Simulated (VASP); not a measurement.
OSZICAR of a VASP run on ErSi₂ (relaxed from the fluorite structure, space group Fm-3m):

File OSZICAR:
```
       N       E                     dE             d eps       ncg     rms          rms(c)
DAV:   1    -0.575229089351E+01   -0.57523E+01   -0.66240E+03  1296   0.106E+03
DAV:   2    -0.510953456264E+02   -0.45343E+02   -0.43156E+02  1404   0.293E+02
DAV:   3    -0.527838211577E+02   -0.16885E+01   -0.16596E+01  1220   0.378E+01
DAV:   4    -0.528778604416E+02   -0.94039E-01   -0.89498E-01  1420   0.533E+00
DAV:   5    -0.528817429516E+02   -0.38825E-02   -0.37515E-02  1364   0.971E-01    0.298E+01
DAV:   6    -0.508045774701E+02    0.20772E+01   -0.50480E-01  1364   0.132E+01    0.164E+01
DAV:   7    -0.509852766576E+02   -0.18070E+00   -0.29617E-01  1364   0.680E+00    0.694E-01
DAV:   8    -0.507134333066E+02    0.27184E+00   -0.34323E-01  1296   0.616E+00    0.161E+00
DAV:   9    -0.508285374732E+02   -0.11510E+00   -0.50154E-02  1196   0.241E+00    0.440E-01
DAV:  10    -0.508582356584E+02   -0.29698E-01   -0.21699E-02  1336   0.146E+00    0.214E-01
DAV:  11    -0.508541430004E+02    0.40927E-02   -0.73447E-03  1032   0.862E-01    0.281E-01
DAV:  12    -0.508588030042E+02   -0.46600E-02   -0.15187E-03  1144   0.399E-01    0.965E-02
DAV:  13    -0.508597018960E+02   -0.89889E-03   -0.13545E-03  1380   0.362E-01    0.483E-02
DAV:  14    -0.508597475593E+02   -0.45663E-04   -0.47052E-05  1368   0.721E-02    0.387E-02
DAV:  15    -0.508597703559E+02   -0.22797E-04   -0.34524E-05  1276   0.559E-02    0.237E-03
DAV:  16    -0.508597688987E+02    0.14572E-05   -0.17816E-06  1504   0.128E-02    0.133E-03
DAV:  17    -0.508597684126E+02    0.48608E-06   -0.68595E-08   748   0.370E-03    0.187E-03
DAV:  18    -0.508597704724E+02   -0.20598E-05   -0.11396E-07   708   0.702E-03    0.789E-04
DAV:  19    -0.508597701419E+02    0.33052E-06   -0.47120E-08   672   0.529E-03    0.445E-04
DAV:  20    -0.508597700934E+02    0.48497E-07   -0.22049E-08   648   0.548E-03
   1 F= -.50859770E+02 E0= -.50859770E+02  d E =0.000000E+00
       N       E                     dE             ncg
       N       E                     dE             ncg
```

Which electronic solver shows in the log?

It is blocked Davidson (ALGO = Normal, or the opening steps of other solvers). The INCAR had ALGO = Normal.

Can the final energy be trusted as converged?

The calculation finished and met its thresholds. It stopped with EDIFF = 1E-7, NELM = 100 (r2SCAN meta-GGA, plane waves, VASP's PBE PAW potentials (set 64)). The 4f electrons are frozen in the core of the lanthanide potential, so 4f levels, which can set the real gap, and their magnetism are missing.

The structure was generated: ErSi2 was put into the fluorite type (Fm-3m), which need not be its known phase. It was relaxed first, which changed the volume by -9 %. The electron count is odd and the run is not spin-polarised, which forces a metal.
